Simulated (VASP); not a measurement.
```
Rh
1.0
    0.00000     1.85946     1.85946
    1.85946     0.00000     1.85946
    1.85946     1.85946     0.00000
Rh
1
Cartesian
  0.00000   0.00000   0.00000
```

Calculation: LDA (Ceperley-Alder, Perdew-Zunger), VASP's LDA PAW potentials (set 64) (plane waves; VASP). Numerical set-up: 520 eV cut-off, 17×17×17 Γ-centred mesh, first-order Methfessel-Paxton smearing of 0.10 eV, potentials Rh_pv.

### Question
What does the run give for the energy per atom (σ→0), pressure, band gap (on the k-mesh) with the smallest direct gap where there is one?

### Answer

- band gap (on the k-mesh): none (metal, semimetal or under 0.01 eV)
- energy per atom (σ→0): -8.674 eV/atom
- pressure: 10.42 GPa

Only differences to runs with the same potentials and settings are physical.

The compound is Rh in the fcc structure. This cell is one point of a volume scan, at 0.97 of the reference volume.
